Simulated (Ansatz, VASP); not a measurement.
# Cross-check of CdS (Hawleyite) between VASP and Ansatz

Aim: how closely do two programs agree when they are given the same cell, functional and k mesh? The cell is taken from a series of runs on this material, whose earlier steps may have relaxed, scaled, displaced or heated it; both programs get it as it stands.

Main program and level: Ansatz 0.2.0; plane waves, with VASP 6.6.1 beside it; G0W0 gap at PBE.

## (1) Starting point

Symmetry: F-43m, No. 216, cubic system. The conventional cell has a = 5.833 Å, b = 5.833 Å, c = 5.833 Å, α = 90.00°, β = 90.00°, γ = 90.00°. Nearest to Cd lie 4 S at 2.53 Å. Nearest to S lie 4 Cd at 2.53 Å. Farther neighbours and most contacts between anions are not listed.

As a file:

```xyz
2
Lattice="0.0000 2.9165 2.9165 2.9165 0.0000 2.9165 2.9165 2.9165 0.0000" Properties=species:S:1:pos:R:3 pbc="T T T"
Cd    0.0000    0.0000    0.0000
S     1.4583    1.4583    1.4583
```

## (2) VASP: G0W0 gap, PBE

Quasiparticle shifts depend on high empty states and on the cores, so they are the hardest test of two PAW sets.

Lines of VASP's logs that name or quote its potential files are left out, and so is its time.

The run reads the wave functions of an earlier VASP run, which isn't shown here.

The input, INCAR:

```
SYSTEM = CdS
PREC = Accurate
ENCUT = 380
ISMEAR = 0
SIGMA = 0.01
LREAL = .FALSE.
GGA = PE
NBANDS = 161
ALGO = EVGW0
NELMGW = 1
ENCUTGW = 120
NOMEGA = 64
PRECFOCK = Fast
NBANDSGW = 21
LWAVE = .FALSE.
LCHARG = .FALSE.
```

The input, POSCAR:

```
CdS
1.0
    0.0000000000      2.9165000000      2.9165000000
    2.9165000000      0.0000000000      2.9165000000
    2.9165000000      2.9165000000      0.0000000000
Cd S
1 1
Direct
    0.0000000000      0.0000000000      0.0000000000
    0.2500000000      0.2500000000      0.2500000000
```

The input, KPOINTS:

```
Automatic mesh
0
Gamma
4 4 4
0 0 0
```

The projector-augmented-wave data sets are Cd_sv_GW and S_GW (PBE family, release 64).

The run is started by

```sh
$ export OMP_NUM_THREADS=4
$ mpirun -np 1 vasp_std
```

Numbers of over 12 decimals in the logs are rounded to 6 here.

The log of the run:

```text
[banner, memory and clock lines left out]
running    1 mpi-ranks, on    1 nodes
 distrk:  each k-point on    1 cores,    1 groups
 distr:  one band on    1 cores,    1 groups
 Offloading initialized ...    1 GPUs detected
 POSCAR found type information on POSCAR CdS
 POSCAR found :  2 types and       2 ions
|                                                                             |
|           W    W    AA    RRRRR   N    N  II  N    N   GGGG   !!!           |
|           W    W   A  A   R    R  NN   N  II  NN   N  G    G  !!!           |
|           W    W  A    A  R    R  N N  N  II  N N  N  G       !!!           |
|           W WW W  AAAAAA  RRRRR   N  N N  II  N  N N  G  GGG   !            |
|           WW  WW  A    A  R   R   N   NN  II  N   NN  G    G                |
|           W    W  A    A  R    R  N    N  II  N    N   GGGG   !!!           |
|                                                                             |
|     The default for ENCUTGWSOFT is different in this version of VASP.       |
|     please manually set ENCUTGWSOFT =120 in the INCAR file.                 |
|                                                                             |

 LDA part: xc-table for (Slater+PW92), standard interpolation
 found WAVECAR, reading the header
 POSCAR, INCAR and KPOINTS ok, starting setup
 FFT: planning ... GRIDC
 FFT: planning ... GRID_SOFT
 FFT: planning ... GRID
 reading WAVECAR
 the WAVECAR file was read successfully
 initial charge from wavefunction
 available memory per node:   1606.91 GB, setting MAXMEM to   1645470

 The Fermi energy was updated, please check that it is located mid-gap
 values below the HOMO (VB) or above the LUMO (CB) will cause erroneous energies
 E-fermi :   3.4560

 calculate exact exchange contribution
 the WAVEDER file was read successfully
|                                                                             |
|           W    W    AA    RRRRR   N    N  II  N    N   GGGG   !!!           |
|           W    W   A  A   R    R  NN   N  II  NN   N  G    G  !!!           |
|           W    W  A    A  R    R  N N  N  II  N N  N  G       !!!           |
|           W WW W  AAAAAA  RRRRR   N  N N  II  N  N N  G  GGG   !            |
|           WW  WW  A    A  R   R   N   NN  II  N   NN  G    G                |
|           W    W  A    A  R    R  N    N  II  N    N   GGGG   !!!           |
|                                                                             |
|     Automatic setting of frequency mesh for GW failed. Frequency mesh       |
|     properly not suitable for determining QP energies. Consider             |
|     increasing number of kpoints.                                           |
|                                                                             |

energies w=
    0.000    0.000    1.091    0.000    2.179    0.000    3.263    0.000
    4.340    0.000    5.409    0.000    6.467    0.000    7.514    0.000
    8.548    0.000    9.569    0.000   10.576    0.000   11.569    0.000
   12.549    0.000   13.517    0.000   14.472    0.000   15.416    0.000
   16.350    0.000   17.275    0.000   18.193    0.000   19.104    0.000
   20.012    0.000   20.917    0.000   21.821    0.000   22.726    0.000
   23.635    0.000   24.549    0.000   25.470    0.000   26.402    0.000
   27.346    0.000   28.306    0.000   29.284    0.000   30.283    0.000
   31.308    0.000   32.361    0.000   33.447    0.000   34.572    0.000
   35.739    0.000   36.955    0.000   38.227    0.000   39.562    0.000
   40.969    0.000   42.458    0.000   44.039    0.000   45.727    0.000
   47.538    0.000   49.489    0.000   51.602    0.000   53.905    0.000
   56.430    0.000   59.214    0.000   62.307    0.000   65.768    0.000
   69.674    0.000   74.122    0.000   79.240    0.000   85.195    0.000
   92.218    0.000  100.624    0.000  110.869    0.000  123.628    0.000
  139.944    0.000  161.528    0.000  191.382    0.000  235.314    0.000
 responsefunction array rank=     169
 LDA part: xc-table for (Slater+PW92), standard interpolation

 min. memory requirement per mpi rank    351.0 MB, per node    351.0 MB

 allocating  64 responsefunctions rank=   169
 shmem allocating  64 responsefunctions rank=   169
 response function shared by NCSHMEM nodes    1
 Doing            64  frequencies on each core in blocks of            64
NQ=   1    0.0000    0.0000    0.0000,
|.........|.........|.........|.........|.........|.........|.........|.........
 performed        300000 updates of chi_q(r,r)
 total number of BLAS operations         68.63 Gflops
NQ=   2    0.2500    0.0000    0.0000,
|.........|.........|.........|.........|.........|.........|.........|.........
 performed        789000 updates of chi_q(r,r)
 total number of BLAS operations        156.78 Gflops
NQ=   3    0.5000    0.0000    0.0000,
|.........|.........|.........|.........|.........|.........|.........|.........
 performed       1224000 updates of chi_q(r,r)
 total number of BLAS operations        241.58 Gflops
NQ=   4    0.2500    0.2500    0.0000,
|.........|.........|.........|.........|.........|.........|.........|.........
 performed       1713000 updates of chi_q(r,r)
 total number of BLAS operations        328.56 Gflops
NQ=   5    0.5000    0.2500    0.0000,
|.........|.........|.........|.........|.........|.........|.........|.........
 performed       2351000 updates of chi_q(r,r)
 total number of BLAS operations        435.95 Gflops
NQ=   6   -0.2500    0.2500    0.0000,
|.........|.........|.........|.........|.........|.........|.........|.........
 performed       2935000 updates of chi_q(r,r)
 total number of BLAS operations        532.89 Gflops
NQ=   7    0.5000    0.5000    0.0000,
|.........|.........|.........|.........|.........|.........|.........|.........
 performed       3330000 updates of chi_q(r,r)
 total number of BLAS operations        604.00 Gflops
NQ=   8   -0.2500    0.5000    0.2500,
|.........|.........|.........|.........|.........|.........|.........|.........
 performed       3806000 updates of chi_q(r,r)
 total number of BLAS operations        682.99 Gflops
 resolving degeneracies of screened two electron integrals

 calculate QP shifts <psi_nk| G(iteration)W_0 |psi_nk>: iteration 1
 entering main loop
```

Parts of OUTCAR (step 2):

```text
ion  position               nearest neighbor table
   1  0.000  0.000  0.000-   2 2.53   2 2.53   2 2.53   2 2.53
   2  0.250  0.250  0.250-   1 2.53   1 2.53   1 2.53   1 2.53

  LATTYP: Found a face centered cubic cell.
 ALAT       =     5.8330000000

 Subroutine GETGRP returns: Found 24 space group operations
 (whereof 24 operations were pure point group operations)

The static configuration has the point symmetry T_d .

 Found      8 irreducible k-points:

   k-points           NKPTS =      8   k-points in BZ     NKDIM =     64   number of bands    NBANDS=    161

   dimension x,y,z NGX =    28 NGY =   28 NGZ =   28
   dimension x,y,z NGXF=    56 NGYF=   56 NGZF=   56

   ENCUT  =  380.0 eV  27.93 Ry    5.28 a.u.   6.56  6.56  6.56*2*pi/ulx,y,z

   NELECT =      26.0000    total number of electrons

  energy-cutoff  :      380.00
  volume of cell :       49.62
      direct lattice vectors                 reciprocal lattice vectors
     0.000000000  2.916500000  2.916500000    -0.171438368  0.171438368  0.171438368
     2.916500000  0.000000000  2.916500000     0.171438368 -0.171438368  0.171438368
     2.916500000  2.916500000  0.000000000     0.171438368  0.171438368 -0.171438368

 k-points in reciprocal lattice and weights: Automatic mesh
   0.00000000  0.00000000  0.00000000       0.016
   0.25000000  0.00000000  0.00000000       0.125
   0.50000000  0.00000000  0.00000000       0.063
   0.25000000  0.25000000  0.00000000       0.094
   0.50000000  0.25000000  0.00000000       0.375
  -0.25000000  0.25000000  0.00000000       0.188
   0.50000000  0.50000000  0.00000000       0.047
  -0.25000000  0.50000000  0.25000000       0.094

 E-fermi :   3.4560

 QP shifts <psi_nk| G(iteration)W_0 |psi_nk>: iteration 1
 for sc-GW calculations column KS-energies equals QP-energies in previous step
 and V_xc(KS)=  KS-energies - (<T + V_ion + V_H > + <T+V_H+V_ion>^1  + <V_x>^1)
 k-point   1 :       0.0000    0.0000    0.0000
  band No.  KS-energies  QP-energies   sigma(KS)   V_xc(KS)     V^pw_x(r,r')   Z            occupation Imag(sigma)
    ...
     10      -4.3777      -6.0267     -27.4865     -25.2792     -32.9546       0.7471       2.0000       0.6171
     11       2.8923       2.1426     -16.2833     -15.3118     -18.2299       0.7717       2.0000       0.3314
     12       2.8923       2.1426     -16.2833     -15.3118     -18.2299       0.7717       2.0000       0.3314
     13       2.8923       2.1426     -16.2833     -15.3118     -18.2299       0.7717       2.0000       0.3314
     14       4.0198       4.3440     -10.1972     -10.5972      -6.6314       0.8105       0.0000      -0.2940
     15       9.4149      10.0034      -9.8394     -10.5686      -5.6846       0.8070       0.0000      -0.4185
     16       9.4149      10.0034      -9.8394     -10.5686      -5.6846       0.8070       0.0000      -0.4185
     17       9.4149      10.0034      -9.8394     -10.5686      -5.6846       0.8070       0.0000      -0.4185
    ...

 k-point   2 :       0.2500    0.0000    0.0000
  band No.  KS-energies  QP-energies   sigma(KS)   V_xc(KS)     V^pw_x(r,r')   Z            occupation Imag(sigma)
    ...
     10      -4.3731      -6.0265     -27.4888     -25.2815     -32.9625       0.7490       2.0000       0.6193
     11       0.3954      -0.5625     -15.0201     -13.7783     -17.2966       0.7714       2.0000       0.4528
     12       2.4963       1.6998     -15.8350     -14.8011     -17.8363       0.7704       2.0000       0.3498
     13       2.4963       1.6998     -15.8350     -14.8011     -17.8363       0.7704       2.0000       0.3498
     14       5.6580       6.0944     -10.5855     -11.1280      -6.8728       0.8044       0.0000      -0.3261
     15       9.1590       9.6628      -9.8560     -10.4841      -5.7200       0.8020       0.0000      -0.4398
     16       9.9184      10.5304      -9.9505     -10.7116      -5.7031       0.8040       0.0000      -0.4479
     17       9.9184      10.5304      -9.9505     -10.7116      -5.7031       0.8040       0.0000      -0.4479
    ...

 k-point   3 :       0.5000    0.0000    0.0000
  band No.  KS-energies  QP-energies   sigma(KS)   V_xc(KS)     V^pw_x(r,r')   Z            occupation Imag(sigma)
    ...
     10      -3.9950      -5.5653     -26.9382     -24.8416     -32.3745       0.7490       2.0000       0.6598
     11      -1.5137      -2.6567     -12.9599     -11.4695     -15.6829       0.7670       2.0000       0.6625
     12       2.1417       1.3021     -15.4205     -14.3301     -17.4845       0.7700       2.0000       0.3696
     13       2.1417       1.3021     -15.4205     -14.3301     -17.4845       0.7700       2.0000       0.3696
     14       5.8887       6.3666     -10.3866     -10.9760      -6.5719       0.8108       0.0000      -0.3314
     15       9.8810      10.4535      -9.8284     -10.5381      -5.6800       0.8068       0.0000      -0.4412
     16       9.8810      10.4535      -9.8284     -10.5381      -5.6800       0.8068       0.0000      -0.4412
     17      10.3454      10.7872      -9.5528     -10.1096      -5.0741       0.7936       0.0000      -0.5687
    ...

 k-point   4 :       0.2500    0.2500    0.0000
  band No.  KS-energies  QP-energies   sigma(KS)   V_xc(KS)     V^pw_x(r,r')   Z            occupation Imag(sigma)
    ...
     10      -4.3342      -5.9869     -27.6011     -25.3974     -33.0828       0.7500       2.0000       0.6163
     11       0.5722      -0.3440     -15.6413     -14.4554     -17.8725       0.7726       2.0000       0.4338
     12       1.8727       1.0053     -15.1625     -14.0350     -17.2550       0.7694       2.0000       0.3817
     13       1.8727       1.0053     -15.1625     -14.0350     -17.2550       0.7694       2.0000       0.3817
     14       6.4750       6.9062     -10.6453     -11.1850      -6.9250       0.7991       0.0000      -0.3512
     15       7.6997       8.2019      -9.8954     -10.5139      -5.9677       0.8119       0.0000      -0.3685
     16      11.0010      11.6694     -10.1942     -11.0305      -5.6841       0.7993       0.0000      -0.5247
     17      11.0010      11.6694     -10.1942     -11.0305      -5.6841       0.7993       0.0000      -0.5247
    ...

[... 4 further parts left out ...]
```

(Continued in part 2 of 2.)

[Lines on the potential files, build, host, timing and source positions are cut from VASP's logs without a mark.]

[Logs are printed without paths, hosts, clocks, repeated set-up lines and the standing remarks that a program may print on its own settings, such as how far it seeks lower states.]

[Hosts, paths, dates, database ids (printed as entryN), source tags and the programs' standing remarks are cut or masked in the printed files.]
